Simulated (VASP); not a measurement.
A VASP calculation is set up with these files.

INCAR:
```
# general
SYSTEM  = PbO
PREC    = Accurate
ENCUT   = 520   # plane-wave cut-off (eV)
LREAL   = .False.   # projection in real space or not
LASPH   = .True.   # aspherical one-centre terms

# electronic loop
EDIFF   = 1E-6   # SCF stop (eV)
NELM    = 100   # most electronic steps
ALGO    = Normal   # blocked Davidson
LMAXMIX = 4
LMIXTAU = .True.

# smearing
ISMEAR  = 0
SIGMA   = 0.05   # width (eV)

# functional
METAGGA = R2SCAN

# ions
IBRION  = 2
NSW     = 60
ISIF    = 3   # ions, shape and volume
EDIFFG  = -0.02   # ionic stop

# output
LWAVE   = .False.
LCHARG  = .False.
```

POSCAR:
```
PbO
1
    3.9897209467     0.0000000000     0.0000000000
    0.0000000000     3.9897209467     0.0000000000
    0.0000000000    -0.0000000000     5.0319030167
Pb O
2 2
Direct
  0.5000000000   0.0000000000   0.7642971502
  0.0000000000   0.5000000000   0.2357028498
  0.5000000000   0.5000000000   1.0000000000
  0.0000000000   0.0000000000   0.0000000000
```

KPOINTS:
```
Automatic mesh
0
Gamma
5 5 4
0 0 0
```

POTCAR, in this order: Pb_d O (PBE.64 set). Program: vasp_std.

### Question
Write an equivalent input for Ansatz.

### Answer
One equivalent input (not run):
Ansatz 0.2 input:
```yaml
crystal:
  lattice:
    - [3.9897209, 0.0000000, 0.0000000]
    - [0.0000000, 3.9897209, 0.0000000]
    - [0.0000000, 0.0000000, 5.0319030]
  atoms:
    - { symbol: Pb, position: [0.5000000, 0.0000000, 0.7642972] }
    - { symbol: Pb, position: [0.0000000, 0.5000000, 0.2357028] }
    - { symbol: O, position: [0.5000000, 0.5000000, 1.0000000] }
    - { symbol: O, position: [0.0000000, 0.0000000, 0.0000000] }
kpoints:
  mp_grid: { grid: [5, 5, 4] }
hamiltonian:
  xc: r2scan
  pseudopotentials: { kind: paw }
scf:
  occupations: { method: gaussian, width: 0.05 }
  max_iter: 100
relax:
  max_steps: 60
  f_tol: 0.02
  cell: {}
output: { forces: true, stress: true, eigenvalues: true }
```
Limits of the translation: each code has its own PAW files, so the cut-off isn't converted (ENCUT is set for VASP's; basis.ecutwfc is left out, and Ansatz then takes the one that its files recommend); Ansatz stops its SCF on the density residual and VASP on the energy change (EDIFF).

The compound is PbO in the litharge structure. This run relaxes it. Symmetry was kept, so distortions that lower it aren't found. The start is the result of an earlier pass.
